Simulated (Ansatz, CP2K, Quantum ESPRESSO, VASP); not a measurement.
**BaTiO3: 5 runs at one level of theory**

```
Ba Ti O
1.0
     4.00600    0.00000    0.00000
     0.00000    4.00600    0.00000
     0.00000    0.00000    4.00600
Ba Ti O
1 1 3
Cartesian
  2.0030 2.0030 2.0030
  0.0000 0.0000 0.0000
  0.0000 0.0000 2.0030
  0.0000 2.0030 0.0000
  2.0030 0.0000 0.0000
```

Alike in all runs: task single point; functional PBEsol; k mesh 7 × 7 × 7; occupations fermi-dirac, width 0.05 eV; no spin polarisation; no spin-orbit coupling. Pressure is positive in compression and, in plane waves, holds the error of the finite cutoff, which Ansatz's Pulay term estimates and takes out.

```tsv
program and potentials	plane-wave cutoff (eV)	notes	pressure (GPa)
Ansatz, Ansatz PAW	420	potentials made for PBE, which Ansatz adapts in part; Pulay term of +0.59 GPa included	-4.61
CP2K, POTENTIAL_UZH Ba GTH-PBE-q10, Ti GTH-PBE-q12, O GTH-PBE-q6; TZVP-MOLOPT-PBE-GTH basis	-	atomic basis; potentials made for PBE	-2.36
Quantum ESPRESSO, GBRV 1.5 PBEsol	612	-	-3.60
Ansatz, all-electron LAPW, scalar-relativistic	-	-	-4.60
VASP, PBE PAW files Ba_sv, O, Ti_sv, 520 eV	520	potentials made for PBE	?
```

Q: Estimate from the other rows what the run with VASP, PBE PAW files Ba_sv, O, Ti_sv, 520 eV gave.

A: Pressure -2.82 GPa. The other rows, which needn't bracket it: pressure -4.61 to -2.36.
